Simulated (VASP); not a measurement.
Input:

```
CELL_PARAMETERS angstrom
      4.10036     0.00000     0.00000
      0.00000     4.10036     0.00000
      0.00000     0.00000     4.10036
ATOMIC_POSITIONS crystal
  Y  0.00000 0.00000 0.00000
  Pt 0.50000 0.50000 0.00000
  Pt 0.00000 0.50000 0.50000
  Pt 0.50000 0.00000 0.50000
```

These are LDA (Ceperley-Alder, Perdew-Zunger), VASP's LDA PAW potentials (set 64) (plane waves; VASP 6.6.1) values and carry that method's errors. Run with 300 eV cut-off, 8×8×8 Γ-centred mesh, Gaussian smearing of 0.20 eV, potentials Y_sv Pt.

Problem. Give the energies of bands 10 to 23 at the high-symmetry points, in eV from the Fermi level.

Solution. 
```
band      Γ      X      M      R
----  -----  -----  -----  -----
10    -5.16  -3.46  -3.29  -3.30
11    -5.16  -3.46  -3.29  -3.30
12    -2.54  -3.44  -3.23  -2.52
13    -2.54  -3.19  -3.18  -2.52
14    -2.54  -3.19  -3.18  -2.52
15    -0.96  -2.40  -2.94  -2.05
16    -0.96  -2.06  -2.25  -2.05
17    -0.11  -1.85  -2.09  -0.16
18     0.34  -1.77  -2.09  -0.05
19     0.34  -1.77  -1.61  -0.05
20     0.34  -0.76  -1.46  -0.05
21     2.84   0.34  -1.01   1.33
22     2.84   2.23   1.75   1.33
23     2.84   2.23   1.75   1.33
```

It has no gap at this level: it comes out as a metal or semimetal.

The structure comes from a computed database's YPt3 entry (Pm-3m); how it stands against other phases isn't given here. The cell was not relaxed at this level. The electron count is odd and the run is not spin-polarised, which forces a metal.
